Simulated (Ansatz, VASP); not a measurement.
# PtSe2 (1T-PtSe2 bilayer, AB): VASP beside Ansatz

Aim: how closely do two programs agree when they are given the same cell, functional and k mesh? The structure shown is the start of the Ansatz relaxation below; VASP solves that cell, so the two are compared at the walk's first step.

Main program and level: Ansatz 0.2.0; plane waves, with VASP 6.6.1 beside it; single point at PBE with D3(BJ).

**1. Starting point**

The cell holds 6 atoms: 4 Se and 2 Pt. Cell: a = 3.750 Å, b = 3.750 Å, c = 39.071 Å, α = 90.0°, β = 90.0°, γ = 120.0°. Vacuum lies along c. The height across the vacuum is the one that the program set for its solve, not the one typed.

**2. Ansatz: relaxation, PBE with D3(BJ)**

Ansatz runs on its default PAW (the set named soft_2) files.

The two programs are compared at the cell with which this relaxation starts, whose forces are those of its first step.

Contents of input.yaml:

```yaml
crystal:
  lattice:
    - [3.75, 0.0, 0.0]
    - [-1.875, 3.2475952642, 0.0]
    - [0.0, 0.0, 25.635435591]
  atoms:
    - { symbol: Se, position: [0.6666666667, 0.3333333333, 0.3510765389] }
    - { symbol: Pt, position: [0.0, 0.0, 0.3953066786] }
    - { symbol: Se, position: [0.3333333333, 0.6666666667, 0.4395368183] }
    - { symbol: Se, position: [0.0, 0.0, 0.5604631817] }
    - { symbol: Pt, position: [0.3333333333, 0.6666666667, 0.6046933214] }
    - { symbol: Se, position: [0.6666666667, 0.3333333333, 0.6489234611] }
  periodic: [true, true, false]
kpoints:
  mp_grid: { grid: [12, 12, 1] }
hamiltonian:
  xc: pbe
  dispersion: d3bj
scf:
  occupations: { method: fermi_dirac, width: 0.05 }
  convergence: { dr2_threshold: 1.0e-09 }
relax:
  f_tol: 0.004
  max_steps: 90
  cell: {}
output:
  write_potential: true
  write_density: true
  volumetric_format: npy
```

Started as:

```sh
$ ansatz run input.yaml --threads 4 --pin off --max-ram 6144MiB --backend cpu --events-out ev --progress --plain --runs-dir out
```

Numbers of over 12 decimals in the logs are rounded to 6 here.

What it wrote:

```text
Warning: crystal.periodic: the lattice vector that does not repeat stood 0.000° off the slab's normal, 25.635 Å along it as the deck builds it. The run solves the slab on a vector along the normal, 39.071 Å long, with every atom where it was (on the deck's vector they left 18.00 Å outside them, and the widest stretch free of ions among them is 3.10 Å). A fractional position that the run reports is one of the run's ce [...]
Warning: relax.cell: scf.convergence.dr2_threshold = 1e-9 eV is looser than the 1.92920717397e-10 eV advised for a relaxation that steers and ends on the stress (1e-10 eV for each atom of the cell: 6, times the square of relax.cell.stress_2d_tol = 0.05 N/m over 17.6 Å (the atoms' height at the walk's start and 5 Å past either face), 2.835e-2 GPa, over a crystal's default 0.05). What an SCF threshold leaves in a stress goes as its square root, and in the free energy as the threshold itself, and one threshold admits the most on a small cell: [figures from the program's tests cut] Set scf.convergence.dr2_threshold to 1.92920717397e-10 eV or tighter. [rest of the remark cut]
crystal.periodic: the lattice vector that does not repeat stood 0.000° off the slab's normal, 25.635 Å along it as the deck builds it. The run solves the slab on a vector along the normal, 39.071 Å long, with every atom where it was (on the deck's vector they left 18.00 Å outside them, and the widest stretch free of ions among them is 3.10 Å). A fractional position that the run reports is one of the run's cell, which [...]
Engine: ansatz 0.2.0, aarch64-unknown-linux-gnu
Pseudopotentials: kind: paw
Pseudopotential: Se, paw, valence charge 16, recommended cutoff 420 eV (normal), Se.paw.azcp
Pseudopotential: Pt, paw, valence charge 18, recommended cutoff 420 eV (normal), Pt.paw.azcp
Functional definition: PBE
  parameter kappa = 0.804
  parameter beta = 0.066725
  exchange = pbe_x(kappa = kappa, mu = beta*pi^2/3)
  correlation = pbe_c(beta = beta)
Crystal: 6 atoms, lattice volume = 475.824 Å³
Basis set: ecut = 420 eV, 9335 PW (Γ), exchange–correlation on 54×54×540 points (8 copies of the dense FFT grid, shifted against one another)
[...]
SCF iter   3: F=—  HF=-46926.825278 eV  |F-HF|=—  |Δ(HF+E_count)|=   2.21e-5  Δρ=4.43e-5  dr2=4.11e-5  ethr=3.06e-8  ⟨swp⟩=3.3  Hψ=2034  notcnv=0
SCF iter   4: F=—  HF=-46926.825277 eV  |F-HF|=—  |Δ(HF+E_count)|=   8.40e-7  Δρ=2.19e-5  dr2=1.46e-5  ethr=3.06e-8  ⟨swp⟩=2.9  Hψ=1621  notcnv=0
SCF iter   5: F=—  HF=-46926.825276 eV  |F-HF|=—  |Δ(HF+E_count)|=   8.44e-7  Δρ=8.34e-6  dr2=4.74e-7  ethr=1.46e-8  ⟨swp⟩=2.5  Hψ=1626  notcnv=0
SCF iter   6: F=—  HF=-46926.825356 eV  |F-HF|=—  |Δ(HF+E_count)|=   7.98e-5  Δρ=2.59e-6  dr2=2.52e-8  ethr=4.74e-10  ⟨swp⟩=3.2  Hψ=1923  notcnv=0
SCF iter   7: F=—  HF=-46926.825356 eV  |F-HF|=—  |Δ(HF+E_count)|=   1.17e-8  Δρ=8.13e-7  dr2=5.47e-9  ethr=2.52e-11  ⟨swp⟩=3.5  Hψ=2266  notcnv=0
SCF iter   8: F=-46926.825356 eV  HF=-46926.825356 eV  |F-HF|=7.64e-10  |Δ(HF+E_count)|=   2.10e-9  Δρ=2.68e-7  dr2=7.32e-10  ethr=1.00e-12  ⟨swp⟩=8.7  Hψ=8921  notcnv=0
SCF 6 converged in 8 iterations: F = -46926.825356 eV  dr2 = 7.32e-10
relax step   6: F+E_penalty+E_count = -46926.82535597 eV  Δ(F+E_penalty+E_count) = -6.949e-6 eV  max|allowed force component| = 9.772e-4 eV/Å  Δτ_max = 0.0040 Å  P = +0.015 N/m  Ω = 465.170 Å³  energy of the carried Pulay correction = +6.249e-4 eV  fix = [c, alpha, beta]  reactions: c +0.000 N/m  (8 SCF iters, accepted)
Basis set: ecut = 420 eV, 9119 PW (Γ), exchange–correlation on 50×50×540 points (8 copies of the dense FFT grid, shifted against one another)
Initial wavefunctions: pseudopotential atomic-orbital guess (no wavefunctions were taken with the density)
iter 1 solved again at ethr=2.82e-7 eV; its pass at ethr=3.10e-3 eV (dr2=2.82e-4 eV) is discarded
SCF iter   1: F=—  HF=-46926.824716 eV  |F-HF|=—  |Δ(HF+E_count)|=         —  Δρ=2.18e-5  dr2=3.60e-7  ethr=2.82e-7  ⟨swp⟩=6.1  Hψ=11068  notcnv=0
preconditioner: auto → Resta (q_TF=auto, 2.112 Å⁻¹)  ε∞=2.4  [insulator: Δε(μ)=0.661 eV  Ē_g=9.544 eV  σ=0.050 eV  W_gap=1.00  n_scr=80 (ndim 8)  ℏωp=11.4 eV  f_vac=0.706  D(μ)=0.01/eV (n_scr^D=0)  ε∞_Penn≈2.4  vacuum switching on, ρ_ref=6.6e-3 e/Å³]
SCF iter   2: F=—  HF=-46926.824775 eV  |F-HF|=—  |Δ(HF+E_count)|=   5.86e-5  Δρ=1.07e-5  dr2=9.97e-8  ethr=3.60e-10  ⟨swp⟩=4.8  Hψ=3477  notcnv=0
SCF iter   3: F=—  HF=-46926.824775 eV  |F-HF|=—  |Δ(HF+E_count)|=   6.82e-8  Δρ=4.18e-6  dr2=1.14e-7  ethr=9.97e-11  ⟨swp⟩=3.0  Hψ=2493  notcnv=0
SCF iter   4: F=—  HF=-46926.824775 eV  |F-HF|=—  |Δ(HF+E_count)|=   1.62e-8  Δρ=1.32e-6  dr2=6.54e-9  ethr=9.97e-11  ⟨swp⟩=3.2  Hψ=1762  notcnv=0
SCF iter   5: F=—  HF=-46926.824775 eV  |F-HF|=—  |Δ(HF+E_count)|=   1.83e-9  Δρ=7.13e-7  dr2=1.39e-8  ethr=6.54e-12  ⟨swp⟩=3.4  Hψ=1914  notcnv=0
SCF iter   6: F=-46926.824775 eV  HF=-46926.824775 eV  |F-HF|=7.71e-10  |Δ(HF+E_count)|=  6.55e-10  Δρ=2.11e-7  dr2=8.37e-11  ethr=1.00e-12  ⟨swp⟩=15.2  Hψ=8851  notcnv=0
SCF 7 converged in 6 iterations: F = -46926.824775 eV  dr2 = 8.37e-11
relax step   7: F+E_penalty+E_count = -46926.82477458 eV  Δ(F+E_penalty+E_count) = +5.814e-4 eV  max|allowed force component| = 1.067e-3 eV/Å  Δτ_max = 0.0000 Å  P = +0.013 N/m  Ω = 465.170 Å³  fix = [c, alpha, beta]  reactions: c +0.000 N/m  stress off target by 1.32e-2 N/m on what of the cell is left free  SCF on the basis re-selected at this cell (its energy is not comparable with the rows above)  (6 SCF iters)
basis re-selected at this cell: Δ(F+E_penalty+E_count) = +5.814e-4 eV, ΔP = -0.002 N/m vs the last step (what re-selecting the basis moved, of the pressure what is left beyond the Pulay correction that the steps carried, after the strain that the cell walked since its last selection, with what the two solves' SCF thresholds leave and, on support functions, any second-order correction that the steps lacked; it is no measure of the basis error at this ecutwfc). The dense FFT grid was sized anew with the basis: this SCF ran on 25×25×270 points, the steps before it on 27×27×270, so part of this shift can come from that change (see relax.cell in the input reference). [rest of the remark cut]
SCF converged after 6 iterations
Free energy (F): -46926.824775 eV
Harris-Foulkes:  -46926.824775 eV  (|F-HF|=7.71e-10)
Internal energy: -46926.824618 eV  (E = F + TS)
E sigma→0 (E₀):  -46926.824696 eV
Entropy (-TS):   -0.000156 eV (-0.026 meV/atom)
Fermi energy:    -4.816817 eV
--- Per-component energies (eV) ---
  E_band       = -3696.146550
  E_kinetic    = 1747.527798
  E_local      = -493390.393560  (includes V_loc(G=0)·N_el)
  E_nonlocal   = -1981.760438
  E_hartree    = 245316.249938
  E_xc         = -940.142522
  E_vxc        = -998.056690  (∫ρ·V_xc dr)
  E_paw        = -26555.411646  (= ΣΔE_a)
  E_vpaw       = 294.038244  (= ΣTr[D̂ρ^β])
  E_aug_tail   = -0.001962  (compensation charges beyond the density's cutoff)
  E_ewald      = 228879.287017
  E_disp       = -2.179243  (pairwise vdW)
  E_smearing   = -0.000156  (= −TS)
  E_closure    = 0.000000  (closes the sum)
  Σ components = -46926.824775   (vs F -46926.824775, Δ=0.00e0)
--- Forces (eV/Å), atoms counted from 1 ---
  atom   1  Se     0.00000000     0.00000000    -0.00106745
  atom   2  Pt    -0.00000000    -0.00000000     0.00020581
  atom   3  Se    -0.00000000    -0.00000000     0.00043798
  atom   4  Se     0.00000000     0.00000000    -0.00043798
  atom   5  Pt     0.00000000     0.00000000    -0.00020581
  atom   6  Se    -0.00000000    -0.00000000     0.00106745
  max |Σ_I F_I| component: 0.00e0 eV/Å
--- 2D stress c σ (N/m, compression-positive) ---
        0.013185      -0.000000       0.000000
       -0.000000       0.013185       0.000000
        0.000000       0.000000       0.000000
  P = ½ c Tr σ = 0.0132 N/m
--- Band table (eV; the first three rows and the last of 19) ---
  k-point 0: bands = ["-104.1212", "-104.1212", "-58.3457", "-58.3457", "-58.3457", "-58.3457", "-58.2957", "-58.2957", "-53.0749", "-53.0749", "-53.0749", "-53.0749", "-53.0490", "-53.0490", "-53.0486", "-53.0486", "-53.0386", "-53.0385", "-53.0251", "-53.0251", "-53.0251", "-53.0251", "-52.9931", "-52.9931", "-52.9931", "-52.9931", "-52.9808", "-52.9808", "-19.8198", "-19.6621", "-18.1055", "-17.8298", "-11.1735",  [...]
  k-point 1: bands = ["-104.1212", "-104.1212", "-58.3464", "-58.3464", "-58.3459", "-58.3459", "-58.2956", "-58.2956", "-53.0749", "-53.0749", "-53.0749", "-53.0748", "-53.0490", "-53.0490", "-53.0486", "-53.0486", "-53.0386", "-53.0385", "-53.0251", "-53.0251", "-53.0251", "-53.0251", "-52.9932", "-52.9932", "-52.9931", "-52.9931", "-52.9808", "-52.9808", "-19.7442", "-19.5871", "-18.1026", "-17.8391", "-11.1158",  [...]
  k-point 2: bands = ["-104.1212", "-104.1212", "-58.3483", "-58.3483", "-58.3464", "-58.3464", "-58.2955", "-58.2955", "-53.0749", "-53.0749", "-53.0748", "-53.0748", "-53.0491", "-53.0490", "-53.0487", "-53.0485", "-53.0385", "-53.0384", "-53.0251", "-53.0251", "-53.0250", "-53.0250", "-52.9932", "-52.9932", "-52.9931", "-52.9931", "-52.9808", "-52.9808", "-19.5268", "-19.3721", "-18.0955", "-17.8659", "-11.0276",  [...]
  k-point 18: bands = ["-104.1210", "-104.1210", "-58.3533", "-58.3533", "-58.3533", "-58.3533", "-58.2948", "-58.2948", "-53.0749", "-53.0749", "-53.0745", "-53.0745", "-53.0491", "-53.0491", "-53.0487", "-53.0481", "-53.0382", "-53.0382", "-53.0251", "-53.0251", "-53.0247", "-53.0247", "-52.9934", "-52.9934", "-52.9928", "-52.9928", "-52.9805", "-52.9805", "-18.1076", "-18.1076", "-18.0324", "-18.0324", "-10.9968", [...]
  the weakly bound empty levels are not read free of the cell's end (no_gap_told)
--- Relaxed structure (6 steps of the walk, 6 accepted, 1 SCFs on fresh bases) ---
  F+E_penalty+E_count = -46926.82477458 eV   max|allowed force component| = 1.067e-3 eV/Å   (the final SCF, on the basis selected at the relaxed cell)
  cell:  # Å, volume = 465.1695 Å³
    - [3.707778, 0.0, 0]
    - [-1.853889, 3.211030, 0]
    - [0, 0, 39.070871]
  atoms:
    - { symbol: Se, position: [0.666667, 0.333333, 0.222903] }
    - { symbol: Pt, position: [-3.3346464668274895e-18, 0, 0.256875] }
    - { symbol: Se, position: [0.333333, 0.666667, 0.290640] }
    - { symbol: Se, position: [-3.0029214045727847e-18, 0, 0.365487] }
    - { symbol: Pt, position: [0.333333, 0.666667, 0.399252] }
    - { symbol: Se, position: [0.666667, 0.333333, 0.433224] }
```

Reading the cycles: dr2 is the Hartree energy of the density residual (eV), the measure of convergence; HF is the Harris–Foulkes estimate of the energy, which meets the free energy F at convergence.

**3. VASP: single point, PBE with D3(BJ), start cell**

The same cell, functional, mesh and smearing now go to VASP, with its own data sets.

Lines of VASP's logs that name or quote its potential files are left out, and so is its time.

Contents of INCAR:

```
SYSTEM = PtSe2
PREC = Accurate
ENCUT = 400
EDIFF = 1E-06
NELM = 120
ISMEAR = -1
SIGMA = 0.05
LREAL = .FALSE.
ALGO = Normal
GGA = PE
IVDW = 12
NBANDS = 28
LASPH = .TRUE.
LORBIT = 11
LWAVE = .FALSE.
LCHARG = .FALSE.
ISIF = 2
LDIPOL = .TRUE.
IDIPOL = 3
DIPOL = 0.5 0.5 0.328
LVHAR = .TRUE.
GGA_COMPAT = .FALSE.
EFERMI = MIDGAP
NELMDL = -8
KPAR = 2
```

Contents of POSCAR:

```
PtSe2
1.0
    3.7500000000      0.0000000000      0.0000000000
   -1.8750000000      3.2475950000      0.0000000000
    0.0000000000      0.0000000000     39.0708710000
Se Pt
4 2
Direct
    0.6666668720      0.3333334360      0.2303506365
    0.3333335387      0.6666667693      0.2883917792
    0.0000002053      0.0000001027      0.3677347762
    0.6666668720      0.3333334360      0.4257759189
    0.0000002053      0.0000001027      0.2593712078
    0.3333335387      0.6666667693      0.3967553475
```

Contents of KPOINTS:

```
Automatic mesh
0
Gamma
12 12 1
0 0 0
```

The projector-augmented-wave data sets are Se and Pt (PBE family, release 64).

Started as:

```sh
$ mpirun -np 2 vasp_std
```

What it wrote:

```text
[banner, memory and clock lines left out]
running    2 mpi-ranks, on    1 nodes
 distrk:  each k-point on    1 cores,    2 groups
 distr:  one band on    1 cores,    1 groups

 POSCAR found type information on POSCAR SePt
 POSCAR found :  2 types and       6 ions
 LDA part: xc-table for (Slater+PW92), standard interpolation
 POSCAR, INCAR and KPOINTS ok, starting setup
 FFT: planning ... GRIDC
 FFT: planning ... GRID_SOFT
 FFT: planning ... GRID
 WAVECAR not read
 entering main loop
       N       E                     dE             d eps       ncg     rms          rms(c)
DAV:   1     0.344688613555E+03    0.34469E+03   -0.13248E+04  1064   0.954E+02
DAV:   2     0.128300878283E+02   -0.33186E+03   -0.32085E+03  1672   0.203E+02
DAV:   3    -0.286374615495E+02   -0.41468E+02   -0.41098E+02  1320   0.825E+01
DAV:   4    -0.295360935335E+02   -0.89863E+00   -0.89160E+00  1396   0.136E+01
DAV:   5    -0.295523467928E+02   -0.16253E-01   -0.16232E-01  1384   0.177E+00
DAV:   6    -0.295528956709E+02   -0.54888E-03   -0.54882E-03  1484   0.307E-01
DAV:   7    -0.295529111644E+02   -0.15494E-04   -0.15493E-04  1452   0.482E-02
DAV:   8    -0.295529118897E+02   -0.72532E-06   -0.72500E-06  1256   0.861E-03    0.208E+01
DAV:   9    -0.281273249948E+02    0.14256E+01   -0.99306E+00  1168   0.245E+01    0.116E+01
DAV:  10    -0.279461900313E+02    0.18113E+00   -0.29621E+00  1140   0.140E+01    0.479E+00
DAV:  11    -0.278155980575E+02    0.13059E+00   -0.24823E-01  1160   0.433E+00    0.108E+00
DAV:  12    -0.278080849985E+02    0.75131E-02   -0.79636E-02  1204   0.196E+00    0.298E-01
DAV:  13    -0.278086108988E+02   -0.52590E-03   -0.47911E-03  1216   0.357E-01    0.370E-01
DAV:  14    -0.278085945134E+02    0.16385E-04   -0.22341E-03  1200   0.366E-01    0.341E-01
DAV:  15    -0.278090317350E+02   -0.43722E-03   -0.34496E-04  1144   0.115E-01    0.289E-01
DAV:  16    -0.278088652422E+02    0.16649E-03   -0.91200E-05  1292   0.473E-02    0.231E-01
DAV:  17    -0.278087752072E+02    0.90035E-04   -0.46928E-05  1284   0.267E-02    0.181E-01
DAV:  18    -0.278087291183E+02    0.46089E-04   -0.20759E-05  1340   0.178E-02    0.146E-01
DAV:  19    -0.278086586121E+02    0.70506E-04   -0.11358E-04  1212   0.412E-02    0.600E-02
DAV:  20    -0.278086506178E+02    0.79942E-05   -0.10686E-05  1364   0.131E-02    0.376E-02
DAV:  21    -0.278086483480E+02    0.22699E-05   -0.21055E-06   860   0.592E-03    0.261E-02
DAV:  22    -0.278086471785E+02    0.11694E-05   -0.47952E-06  1180   0.853E-03    0.108E-02
DAV:  23    -0.278086475887E+02   -0.41021E-06   -0.10874E-06   740   0.429E-03
```

(Part 1 of 2 ends here.)

[Lines on the potential files, build, host, timing and source positions are cut from VASP's logs without a mark.]

[Logs are printed without paths, hosts, clocks, repeated set-up lines and the standing remarks that a program may print on its own settings, such as how far it seeks lower states.]

[Hosts, paths, dates, database ids (printed as entryN), source tags and the programs' standing remarks are cut or masked in the printed files.]
